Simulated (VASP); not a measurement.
Input:

```
Gd
1.0
    1.81500    -3.14367     0.00000
    1.81500     3.14367     0.00000
    0.00000     0.00000     5.78000
Gd
2
Direct
  0.33333   0.66667   0.25000
  0.66667   0.33333   0.75000
```

Method: SCAN meta-GGA, VASP's PBE PAW potentials (set 64) (plane waves; VASP 6.6.1). Run with 520 eV cut-off, 10×10×6 Γ-centred mesh, first-order Methfessel-Paxton smearing of 0.10 eV, potentials Gd_3.

The 4f electrons are frozen in the core of the lanthanide potential, so 4f levels, which can set the real gap, and their magnetism are missing. Energy and stress use the plane-wave basis of the starting cell.

Task: The ions, cell shape and volume are relaxed. Predict the relaxed structure.

Result: 
```
Gd
1.0
    1.80882    -3.13296     0.00000
    1.80882     3.13296     0.00000
    0.00000     0.00000     5.60830
Gd
2
Direct
  0.33333   0.66667   0.25000
  0.66667   0.33333   0.75000
```
Space group P6_3/mmc (194), at a tolerance of 0.03 Å.

Task: How do energy and volume change from the first to the last step?

Result: The energy (σ→0) changes by -7.8 meV/atom and the volume by -3.6 %, in 6 ionic steps.

The compound is Gd in the hcp structure. This run relaxes it. Symmetry was kept, so distortions that lower it aren't found.
